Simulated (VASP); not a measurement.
A convergence study with VASP on HgS (zinc blende): one setting is varied, all else stays as given below, so the limit is that of these other settings.

```
HgS
1.0
    0.00000     2.92500     2.92500
    2.92500     0.00000     2.92500
    2.92500     2.92500     0.00000
Hg S
1 1
Cartesian
  0.00000   0.00000   0.00000
  1.46250   1.46250   1.46250
```

Calculation: PBE GGA, VASP's PBE PAW potentials (set 64) (plane waves; VASP 6.6.1). The tightest run used: 550 eV cut-off, 17×17×17 Γ-centred mesh, Gaussian smearing of 0.050 eV, potentials Hg S.

```tsv
setting	E (eV/atom)	pressure (GPa)	irreducible k-points
1×1×1 mesh	3.0299	57.89	1
2×2×2 mesh	-1.7480	8.45	3
3×3×3 mesh	-2.1472	5.67	4
4×4×4 mesh	-2.2239	4.97	8
5×5×5 mesh	-2.2423	4.77	10
```

### Question
These are the cheaper rows. Estimate the results at 17×17×17 mesh, and how far the last row shown lies from them.

### Answer

| quantity | tightest run | last row shown is off by |
|---|---|---|
| E (eV/atom) | -2.2506 | 0.0083 |
| pressure (GPa) | 4.66 | 0.11 |

Left out are rungs that failed or repeat a setting and relaxations that didn't move; long series are thinned to 24 rows.

The compound is HgS in the zinc blende structure, metacinnabar; cinnabar is the stable form. The cell was not relaxed at this level.
